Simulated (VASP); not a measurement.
OSZICAR of a VASP run on ZrC (relaxed from the wurtzite structure, space group P6_3mc):

OSZICAR:
```
       N       E                     dE             d eps       ncg     rms          rms(c)
DAV:   1     0.277233053899E+03    0.27723E+03   -0.17159E+04  2240   0.157E+03
DAV:   2    -0.195359864784E+02   -0.29677E+03   -0.28490E+03  2660   0.427E+02
DAV:   3    -0.448110511444E+02   -0.25275E+02   -0.24778E+02  3864   0.991E+01
DAV:   4    -0.461396941296E+02   -0.13286E+01   -0.13273E+01  3064   0.218E+01
DAV:   5    -0.461834487215E+02   -0.43755E-01   -0.43752E-01  3172   0.319E+00    0.293E+01
DAV:   6    -0.378738978920E+02    0.83096E+01   -0.56222E+01  2528   0.363E+01    0.106E+01
DAV:   7    -0.378753027066E+02   -0.14048E-02   -0.39727E+00  3364   0.103E+01    0.659E+00
DAV:   8    -0.378875541002E+02   -0.12251E-01   -0.30764E-01  2868   0.332E+00    0.148E+00
DAV:   9    -0.378769690859E+02    0.10585E-01   -0.11827E-01  2892   0.164E+00    0.388E-01
DAV:  10    -0.378765268174E+02    0.44227E-03   -0.89099E-03  2940   0.695E-01    0.183E-01
DAV:  11    -0.378766425222E+02   -0.11570E-03   -0.40136E-04  3020   0.190E-01    0.228E-02
DAV:  12    -0.378766437569E+02   -0.12347E-05   -0.31695E-05  2760   0.494E-02    0.112E-02
DAV:  13    -0.378766451207E+02   -0.13638E-05   -0.23629E-06  3320   0.958E-03    0.279E-03
DAV:  14    -0.378766457125E+02   -0.59182E-06   -0.23567E-07  2152   0.374E-03    0.946E-04
DAV:  15    -0.378766452107E+02    0.50178E-06   -0.29756E-08  1764   0.129E-03    0.373E-04
DAV:  16    -0.378766450461E+02    0.16461E-06   -0.14055E-08  1704   0.788E-04    0.146E-04
DAV:  17    -0.378766451791E+02   -0.13298E-06   -0.33663E-09  1668   0.442E-04    0.138E-04
DAV:  18    -0.378766452767E+02   -0.97578E-07   -0.14960E-09  1612   0.289E-04
   1 F= -.37876645E+02 E0= -.37876645E+02  d E =0.000000E+00
```

### Question
Which electronic solver shows in the log?

### Answer
It is blocked Davidson (ALGO = Normal, or the opening steps of other solvers). The INCAR had ALGO = Normal.

### Question
Can the final energy be trusted as converged?

### Answer
The run converged. It stopped with EDIFF = 1E-7, NELM = 100 (PBE GGA, plane waves, VASP's PBE PAW potentials (set 64)).

The structure was generated: ZrC was put into the wurtzite type (P6_3mc), which need not be its known phase. It was relaxed first, which changed the volume by -37 %.
